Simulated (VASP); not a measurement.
Cost and result of VASP (PAW) for the lattice constant a of HfB2 (AlB2 type). Static lattice. The cost counts the five points of the equation of state, each on the mesh and cut-off of its row, so the ratios hold those differences too. With PBE it took about 6 core-minutes. Costs are core time on shared hosts, one run each; read them as rough ratios.

Unless said otherwise, spin-orbit coupling is left out, though it shifts the bands of the heavy elements here.

```json
[
 {"level": "LDA", "k-mesh": "11×11×9", "cut-off (eV)": "520", "lattice constant a (Å)": "3.104", "cost over PBE": "within a factor of 2"},
 {"level": "PBEsol", "k-mesh": "11×11×9", "cut-off (eV)": "520", "lattice constant a (Å)": "3.126", "cost over PBE": "within a factor of 2"},
 {"level": "PBE", "k-mesh": "11×11×9", "cut-off (eV)": "520", "lattice constant a (Å)": "3.143", "cost over PBE": "reference"},
 {"level": "r2SCAN", "k-mesh": "11×11×9", "cut-off (eV)": "520", "lattice constant a (Å)": "(withheld)", "cost over PBE": "(withheld)"}
]
```

Q: What belongs in the gaps?

A: 
- r2SCAN, lattice constant a (Å): 3.134
- r2SCAN, cost over PBE: about 5 times

Left out are levels that failed, ran on another kind of processor or have no fit band path; at most nine are shown.

The compound is HfB2 in the AlB2 type structure.
